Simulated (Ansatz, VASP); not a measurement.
# GaP: VASP beside Ansatz, part 2 of 2

One calculation is typed for both programs; each brings its own data sets. How far apart do they land? The cell is taken from a series of runs on this material, whose earlier steps may have relaxed, scaled, displaced or heated it; both programs get it as it stands.

VASP 6.6.1 and Ansatz 0.2.0.

So far: The structure; VASP: zone-centre phonons, LDA.

## 3. Ansatz: zone-centre phonons, LDA

Level of this step: Ansatz beside VASP: Kohn-Sham DFT, plane waves, LDA (Ansatz).

Ansatz runs on its default PAW (the set named soft_2) files.

The same cell, functional (in two slightly different forms) and mesh now go to Ansatz, which takes its cutoff from its data sets.

The input, input.yaml:

```yaml
crystal:
  lattice:
    - [0.0, 2.7115550452, 2.7115550452]
    - [2.7115550452, 0.0, 2.7115550452]
    - [2.7115550452, 2.7115550452, 0.0]
  atoms:
    - { symbol: Ga, position: [0.0, 0.0, 0.0] }
    - { symbol: P, position: [0.75, 0.75, 0.75] }
kpoints:
  mp_grid: { grid: [9, 9, 9] }
hamiltonian:
  xc: lda
scf:
  occupations: { method: fixed }
output:
  eigenvalues: true
phonons:
  method: dfpt
  qmesh: [3, 3, 3]
  temperatures: { t_max: 1000, t_step: 50 }
  qpath:
    path:
      - [[0.0, 0.0, 0.0], [-0.5, -0.5, 0.0], [-0.375, -0.375, 0.25]]
      - [[-0.375, 0.0, 0.375], [0.0, 0.0, 0.0], [0.0, 0.0, 0.5], [-0.5, -0.25, 0.25], [-0.5, -0.5, 0.0]]
    npoints: 10
```

The run is started by

```console
$ ansatz run input.yaml --threads 4 --pin off --max-ram 16384MiB --backend cpu --events-out ev --progress --plain --runs-dir out
```

Numbers of over 12 decimals in the logs are rounded to 6 here.

Log:

```text
Warning: phonons: the dynamical matrix that this run interpolates holds no multipole term above the dipole-dipole one, and a site of this crystal is no centre of inversion, so its interpolated transverse optical and acoustic branches and sound speeds can stay off near Gamma, and the density of states and the thermodynamics with them. What a run solves at a wave vector of phonons.qpoints, Gamma apart, where the deck admits one, is free of this, and under fd what a larger phonons.supercell samples
Engine: ansatz 0.2.0, aarch64-unknown-linux-gnu
Pseudopotentials: kind: paw
Pseudopotential: Ga, paw, valence charge 13, recommended cutoff 420 eV (normal), Ga.paw.azcp
Pseudopotential: P, paw, valence charge 5, recommended cutoff 420 eV (normal), P.paw.azcp
Functional definition: SPW92
  exchange = slater_x
  correlation = pw_c
Crystal: 2 atoms, lattice volume = 39.874 Å³
Basis set: ecut = 420 eV, 749 PW (Γ), exchange–correlation on 54×54×54 points (8 copies of the dense FFT grid, shifted against one another)
Bands: 13, of which v1, the nominal top of the filled ones, is band 9 counted from 1 (8 counted from 0)
Symmetry: 24 space group operations
k-points: 35 of 729 (time reversal used)
Non-local potential: Ga, projectors of the file, l = 0: 2, l = 1: 2, l = 2: 3, l = 3: 1
Non-local potential: P, projectors of the file, l = 0: 2, l = 1: 2, l = 2: 2
PAW form: soft (Blöchl's): semilocal exchange-correlation on the pseudo side does not see the compensation charge
PAW frozen core: Ga, regenerated for the run's functional, and the local potential with it (the file was generated under x = pbe(κ = 0.804, μ = 0.219515), c = pbe(β = 0.066725))
PAW frozen core: P, regenerated for the run's functional, and the local potential with it (the file was generated under x = pbe(κ = 0.804, μ = 0.219515), c = pbe(β = 0.066725))
PAW one-centre angular grid: Ga, 590 points (default); XC on 64 Gauss nodes
PAW one-centre angular grid: P, 110 points (default); XC on 64 Gauss nodes
Initial density: superposition of atomic densities (neutral atoms: chi_scale 0, normalization atom), corrected by the library's trained network
Initial wavefunctions: pseudopotential atomic-orbital guess
Functional: x = slater, c = lda
SCF iter   1: F=—  HF=-4433.770122 eV  |F-HF|=—  |Δ(HF+E_count)|=         —  Δρ=6.41e-3  dr2=1.66e-2  ethr=1.77e-3  ⟨swp⟩=5.0  Hψ=2404  notcnv=0  defer=63
preconditioner: auto → none  [insulator: Δε(μ)=1.362 eV  Ē_g=15.565 eV  n_scr=14 (ndim 8)  ℏωp=24.9 eV  f_vac=0.011  ε∞_Penn≈3.6]
SCF iter   2: F=—  HF=-4433.764361 eV  |F-HF|=—  |Δ(HF+E_count)|=   5.76e-3  Δρ=3.09e-3  dr2=1.66e-3  ethr=9.25e-5  ⟨swp⟩=2.8  Hψ=920  notcnv=0  defer=68
SCF iter   3: F=—  HF=-4433.763929 eV  |F-HF|=—  |Δ(HF+E_count)|=   4.32e-4  Δρ=9.88e-4  dr2=2.94e-4  ethr=9.25e-6  ⟨swp⟩=2.8  Hψ=888  notcnv=0  defer=68
SCF iter   4: F=—  HF=-4433.763823 eV  |F-HF|=—  |Δ(HF+E_count)|=   1.05e-4  Δρ=3.72e-4  dr2=2.48e-5  ethr=1.63e-6  ⟨swp⟩=2.0  Hψ=849  notcnv=0  defer=61
SCF iter   5: F=—  HF=-4433.763820 eV  |F-HF|=—  |Δ(HF+E_count)|=   3.11e-6  Δρ=1.96e-5  dr2=9.92e-8  ethr=1.38e-7  ⟨swp⟩=3.0  Hψ=783  notcnv=0  defer=53
SCF iter   6: F=—  HF=-4433.763827 eV  |F-HF|=—  |Δ(HF+E_count)|=   6.78e-6  Δρ=3.98e-6  dr2=7.84e-9  ethr=5.51e-10  ⟨swp⟩=3.8  Hψ=886  notcnv=0  defer=53
SCF iter   7: F=—  HF=-4433.763827 eV  |F-HF|=—  |Δ(HF+E_count)|=   1.93e-9  Δρ=7.19e-7  dr2=1.03e-10  ethr=4.35e-11  ⟨swp⟩=2.0  Hψ=577  notcnv=0  defer=53
SCF iter   8: F=-4433.763827 eV  HF=-4433.763827 eV  |F-HF|=0.00e0  |Δ(HF+E_count)|=    0.00e0  Δρ=1.20e-7  dr2=3.50e-12  ethr=1.00e-12  ⟨swp⟩=10.9  Hψ=3195  notcnv=0
SCF 1 converged in 8 iterations: F = -4433.763827 eV  dr2 = 3.50e-12
  greatest PAW one-centre occupation: 0.994 electrons in one spin orbital (limit 2), on the Ga atom at site 0 (counted from 0), in its partial waves of l = 2
k-points: 125 of 729 (irreducible under 4 space group operations, time reversal used)
Initial density: read from a saved state, or passed on in memory by an earlier SCF of this step, an earlier step, the calling program or the single point that the run made first
iter 1 solved again at ethr=1.27e-6 eV; its pass at ethr=3.10e-3 eV (dr2=2.28e-4 eV) is discarded
SCF iter   1: F=—  HF=-4433.763826 eV  |F-HF|=—  |Δ(HF+E_count)|=         —  Δρ=7.96e-7  dr2=1.84e-10  ethr=1.27e-6  ⟨swp⟩=2.9  Hψ=12784  notcnv=0  defer=249
eigensolver tolerance schedule: the retry pair's looser diagonalisation over-reported the residual by 1236322.17 of it (diagonalisation noise at an unbounded share of the residual, at the tolerance the schedule requests for it); recorded, not acted on — ethr = c·dr2/N_el stays at c = 1.0e-1
preconditioner: auto → none  [insulator: Δε(μ)=1.419 eV  Ē_g=15.547 eV  n_scr=14 (ndim 8)  ℏωp=24.9 eV  f_vac=0.004  ε∞_Penn≈3.6]
SCF iter   2: F=—  HF=-4433.763827 eV  |F-HF|=—  |Δ(HF+E_count)|=   3.76e-7  Δρ=7.22e-7  dr2=2.34e-10  ethr=1.02e-12  ⟨swp⟩=4.7  Hψ=4556  notcnv=0  defer=219
SCF iter   3: F=-4433.763827 eV  HF=-4433.763827 eV  |F-HF|=4.46e-11  |Δ(HF+E_count)|=  1.11e-10  Δρ=3.29e-7  dr2=4.19e-11  ethr=1.00e-12  ⟨swp⟩=5.8  Hψ=9045  notcnv=0
SCF 2 converged in 3 iterations: F = -4433.763827 eV  dr2 = 4.19e-11
NSCF: frozen V_eff on 6 k-points
[...]
NSCF: frozen V_eff on 810 k-points
DFPT response loops at q = (0, 0, 0.333333) (fractional): preconditioner auto → Resta (q_TF=auto, 2.390 Å⁻¹)  ε∞=6.5 (no band partly filled); β = 1.00, the filter's whole step (`scf.mixing.beta` (0.50) is not read by the response loops at its default; to damp them type it under 1.00, their step now; it binds the ground state too); Broyden in place of MSR1
NSCF: frozen V_eff on 450 k-points
DFPT response loops at q = (0, 0.333333, 0.333333) (fractional): preconditioner auto → none (the input reference at scf.mixing.eps_inf says where Resta's filter doesn't serve); β = 0.50; Broyden in place of MSR1
NSCF: frozen V_eff on 810 k-points
DFPT response loops at q = (0, 0.333333, -0.333333) (fractional): preconditioner auto → Resta (q_TF=auto, 2.390 Å⁻¹)  ε∞=6.5 (no band partly filled); β = 1.00, the filter's whole step (`scf.mixing.beta` (0.50) is not read by the response loops at its default; to damp them type it under 1.00, their step now; it binds the ground state too); Broyden in place of MSR1
SCF converged after 8 iterations
Free energy (F): -4433.763827 eV
Harris-Foulkes:  -4433.763827 eV  (|F-HF|=0.00e0)
Internal energy: -4433.763827 eV  (E = F + TS)
E sigma→0 (E₀):  -4433.763827 eV
Fermi energy:    7.032318 eV
--- Per-component energies (eV) ---
  E_band       = -61.663688
  E_kinetic    = 187.110266
  E_local      = -2195.768691  (includes V_loc(G=0)·N_el)
  E_nonlocal   = 462.015158
  E_hartree    = 1013.537092
  E_xc         = -130.353913
  E_vxc        = -119.958070  (∫ρ·V_xc dr)
  E_paw        = -2452.874872  (= ΣΔE_a)
  E_vpaw       = -422.136436  (= ΣTr[D̂ρ^β])
  E_aug_tail   = -0.000123  (compensation charges beyond the density's cutoff)
  E_ewald      = -1319.274576
  E_core_change = 1.845831  (= ΣΔE_core)
  E_smearing   = -0.000000  (= −TS)
  E_closure    = 0.000000  (closes the sum)
  Σ components = -4433.763827   (vs F -4433.763827, Δ=0.00e0)
--- Band table (eV; the first three rows and the last of 35) ---
  k-point 0: bands = [... 5 lower, -5.6014, 7.0323, 7.0323, 7.0323, 8.7664, 10.8154, 10.8154, 10.8154]
  k-point 1: bands = [... 5 lower, -5.4380, 5.6070, 6.8373, 6.8373, 9.3772, 11.1089, 11.1089, 11.2502]
  k-point 2: bands = [... 5 lower, -4.9676, 3.5570, 6.4435, 6.4435, 9.1715, 11.6094, 11.6094, 12.8387]
  k-point 34: bands = [... 5 lower, -2.5525, 0.4162, 3.1983, 3.8523, 11.3035, 11.6935, 12.5317, 14.2591]
--- Phonons (Γ-DFPT): 2 representative perturbations + reference (Σ response iterations 6) ---
  ASR residual: 1.001e-4 → 0.000e0 eV/Å²; symmetrization residual: 2.747e-6 eV/Å²
  ASR residual per site (eV/Å²): 2.08e-5 1.00e-4
  Γ frequencies (cm⁻¹): 0.00 0.00 0.00 357.02 357.02 357.02
  Unit cell's response to a homogeneous field: 3 representative field directions (Σ response iterations 15)
  ε∞ (high-frequency dielectric tensor):
       10.783021     0.000000     0.000000
        0.000000    10.783021     0.000000
        0.000000     0.000000    10.783021
  ε⁰ (static dielectric tensor): not given — the deck does not say what the cell's rigid motions are, and on a molecule in a box or a wire the rigid rotations would enter the sum over the modes at Γ. For a crystal or a slab, whose only rigid motions are the translations, set phonons.rigid_motions: translations.
  Born effective charges Z* (e; rows j = field, columns β = displacement):
    site 0:
         2.07669   -0.00000    0.00000
         0.00000    2.07669    0.00000
         0.00000    0.00000    2.07669
    site 1:
        -2.07669    0.00000   -0.00000
        -0.00000   -2.07669   -0.00000
        -0.00000   -0.00000   -2.07669
  Z* charge neutrality: 1.507e-4 e pre-enforcement
  solved inside a basis spanned on the 9×9×9 k-mesh, on 10×10×10 k-points, its susceptibility summed on 14×14×14: ε∞ is read to err by 3.4e-2, Z* by 1.4e-2 e; Z* is corrected for what the basis lacks
  optical modes at Γ without the LO–TO term, one row a degenerate level:
      ω (cm⁻¹)  modes    IR ((D/Å)²/amu)
        357.02      3            13.9179
  optical modes at Γ + LO–TO along q̂ = [1.0000, 0.0000, 0.0000]:
      ω (cm⁻¹)  modes    IR ((D/Å)²/amu)
        357.02      2             9.2786
        387.91      1             4.6393
  optical modes at Γ + LO–TO along q̂ = [0.0000, 1.0000, 0.0000]:
      ω (cm⁻¹)  modes    IR ((D/Å)²/amu)
        357.02      2             9.2786
        387.91      1             4.6393
  optical modes at Γ + LO–TO along q̂ = [0.0000, 0.0000, 1.0000]:
      ω (cm⁻¹)  modes    IR ((D/Å)²/amu)
        357.02      2             9.2786
        387.91      1             4.6393
--- Phonons (arbitrary-q DFPT): 4 irreducible q on the 3×3×3 mesh ---
  q = [0.0000, 0.0000, 0.0000] (star 1, of the zone-centre solve; hermiticity 5.47e-7, symmetrization 6.05e-13): -0.00 -0.00 -0.00 357.02 357.02 357.02
  q = [0.0000, 0.0000, 0.3333] (star 8, 2 solved perturbations on 405 of 729 k-point pairs; hermiticity 1.58e-7, symmetrization 5.47e-13): 75.41 75.41 196.13 353.87 353.87 370.69
  q = [0.0000, 0.3333, 0.3333] (star 6, 4 solved perturbations in 720 linear systems a pass and spin channel, the states on 225 of 729 k-point pairs; hermiticity 1.66e-7, symmetrization 2.55e-13): 98.81 98.81 205.30 351.74 351.74 371.88
  q = [0.0000, 0.3333, -0.3333] (star 12, 4 solved perturbations in 1260 linear systems a pass and spin channel, the states on 405 of 729 k-point pairs; hermiticity 1.81e-7, symmetrization 3.27e-13): 103.05 142.00 212.42 329.01 350.35 383.59
  sum rule: each row above includes the acoustic sum rule's correction from the zone centre's row sums; it moved no ω² by more than (0.94 cm⁻¹)²
  mesh force constants: q→R imaginary residual 0.00e0; ASR residual 1.001e-4 → 0.000e0 eV/Å²; symmetrization residual 3.553e-15 eV/Å²
  interpolated dispersion: 63 rows × 6 modes
  density of states and harmonic sums: on the 21×21×21 q-mesh, interpolated from the force constants of a 3×3×3 supercell (with the dipole–dipole term)
  largest difference from the sums on the solved wave vectors: F 2.18e-2 eV, S 3.14e-5 and C_V 9.53e-6 eV/K
  zero-point energy: 0.091376 eV/cell   skipped modes (ω ≤ 0): 3   left out of the sums: 5.40e-5 of the cell's modes: C_V's classical limit lies that fraction below 3 k_B per atom; for a crystal, a wire or a layer, F and S can be off by more, and a phonons.interpolated_qmesh denser along its periods is the remedy for the sampling
```

## 4. Comparison

Known differences besides the potentials themselves: the two LDA forms differ slightly; fixed occupations in Ansatz, narrow Gaussian smearing in VASP; VASP's run holds the zone centre alone; VASP's response is taken on the typed mesh, Ansatz refines its own for the field response alone; the cutoff is 420 eV in Ansatz and 500 eV in VASP; VASP's log shows a relativistic correction to its local exchange, Ansatz's none. Total energies have different zeros and are not compared.

Both answers:

```
                                     quantity  Ansatz   VASP  difference
                                        ε∞ xx   10.78  11.29     -4.45 %
                                        ε∞ yy   10.78  11.29     -4.45 %
                                        ε∞ zz   10.78  11.29     -4.45 %
Born charge of Ga1 (mean of the diagonal) (e)    2.08   2.12       -0.05
 Born charge of P2 (mean of the diagonal) (e)   -2.08  -2.12       +0.05
                   optical mode 1 to 3 (cm⁻¹)   357.0  357.3     -0.08 %
```

Modes are paired by rising frequency, not by their patterns, so a pair may set unlike modes beside each other; they are those without the splitting of longitudinal modes.

## 5. What came out

| Quantity | Value |
| --- | --- |
| r.m.s. difference of the optical zone-centre modes, each program's sorted by frequency (zone-centre phonons, LDA) | 0.29 cm⁻¹ |
| difference in ε∞ xx (zone-centre phonons, LDA) | -4.5 % |

The r.m.s. difference of the optical zone-centre modes, each program's sorted by frequency is 0.29 cm⁻¹ (zone-centre phonons, LDA). Among the rows given in per cent, the largest difference of the zone-centre phonons, LDA pair is in ε∞ xx, -4.5 %. How closely two codes agree says nothing of how well the functional describes the real material.

[Lines on the potential files, build, host, timing and source positions are cut from VASP's logs without a mark.]

[Logs are printed without paths, hosts, clocks, repeated set-up lines and the standing remarks that a program may print on its own settings, such as how far it seeks lower states.]

[Hosts, paths, dates, database ids (printed as entryN), source tags and the programs' standing remarks are cut or masked in the printed files.]
